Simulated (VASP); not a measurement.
Output of a VASP run:

**OSZICAR**
```
       N       E                     dE             d eps       ncg     rms          rms(c)
DAV:   1     0.926672603723E+02    0.92667E+02   -0.12391E+04  3920   0.226E+03
DAV:   2     0.129871074384E+00   -0.92537E+02   -0.91394E+02  3952   0.294E+02
DAV:   3    -0.241865195695E+01   -0.25485E+01   -0.25453E+01  4784   0.601E+01
DAV:   4    -0.242598794275E+01   -0.73360E-02   -0.73358E-02  4624   0.328E+00
DAV:   5    -0.242599868324E+01   -0.10740E-04   -0.10741E-04  4616   0.101E-01    0.411E+00
DAV:   6    -0.222491108498E+01    0.20109E+00   -0.99232E-01  3968   0.222E+01    0.308E+00
DAV:   7    -0.221577496886E+01    0.91361E-02   -0.29856E-02  4848   0.322E+00    0.158E+00
DAV:   8    -0.221127397338E+01    0.45010E-02   -0.17713E-03  5208   0.717E-01    0.464E-02
DAV:   9    -0.221127868242E+01   -0.47090E-05   -0.25331E-04  5400   0.243E-01    0.336E-02
DAV:  10    -0.221128140259E+01   -0.27202E-05   -0.24987E-05  4280   0.699E-02    0.288E-03
DAV:  11    -0.221128119682E+01    0.20576E-06   -0.13870E-07  4032   0.482E-03    0.172E-03
DAV:  12    -0.221128084670E+01    0.35012E-06   -0.29449E-08  2496   0.350E-03    0.994E-05
DAV:  13    -0.221128084795E+01   -0.12506E-08   -0.81440E-09  2280   0.929E-04
   1 F= -.22112808E+01 E0= -.22111327E+01  d E =-.444434E-03
```

File OUTCAR:
```
------------------------ aborting loop because EDIFF is reached ----------------------------------------
  FORCE on cell =-STRESS in cart. coord.  units (eV):
  Direction    XX          YY          ZZ          XY          YZ          ZX
  --------------------------------------------------------------------------------------
  Total        0.1195491      0.1195492      0.0643254      0.0000000      0.0000000      0.0000000
  in kB        6.3861307      6.3861331      3.4361647      0.0000000      0.0000000      0.0000000
  external PRESSURE =       5.4028095 kB  Pullay stress =       0.0000000 kB
  volume of cell :       29.99
      direct lattice vectors                 reciprocal lattice vectors
     1.335653705 -2.313420510  0.000000000     0.374348529 -0.216130184  0.000000000
     1.335653705  2.313420510  0.000000000     0.374348529  0.216130184  0.000000000
     0.000000000  0.000000000  4.853339609     0.000000000  0.000000000  0.206043690
 POSITION                                       TOTAL-FORCE (eV/Angst)
 -----------------------------------------------------------------------------------
      1.33565      0.77114      1.21333         0.000000     -0.000000      0.000000
      1.33565     -0.77114      3.64000        -0.000000      0.000000      0.000000
 -----------------------------------------------------------------------------------
    total drift:                                0.000000      0.000073      0.000003
  FREE ENERGIE OF THE ION-ELECTRON SYSTEM (eV)
  ---------------------------------------------------
  free  energy   TOTEN  =        -2.2112808480 eV

  energy  without entropy=       -2.2108364143  energy(sigma->0) =       -2.21113270
```
(Selected blocks of OUTCAR.)

### POSCAR
```
Zn
1
    1.3356537050    -2.3134205098     0.0000000000
    1.3356537050     2.3134205098    -0.0000000000
    0.0000000000    -0.0000000000     4.8533396089
Zn
2
Direct
  0.3333330000   0.6666670000   0.2500000000
  0.6666670000   0.3333330000   0.7500000000
```

Reconstruct the remaining input files.

Several could match; the one computed here: the input of the run itself, PBE GGA, plane waves, VASP's PBE PAW potentials (set 64).

INCAR:
```
SYSTEM = Zn
PREC = Accurate
ENCUT = 480
EDIFF = 1E-7
NELM = 100
ALGO = Normal
LREAL = .FALSE.
LASPH = .TRUE.
ISMEAR = 1
SIGMA = 0.1
GGA = PE
LMAXMIX = 4
LWAVE = .FALSE.
LCHARG = .FALSE.
ISIF = 2
```

### KPOINTS
```
Automatic mesh
0
Gamma
14 14 8
0 0 0
```

POTCAR, in this order: Zn (PBE.64 set). Program: vasp_std.

The compound is Zn in the hcp structure. It was relaxed first.
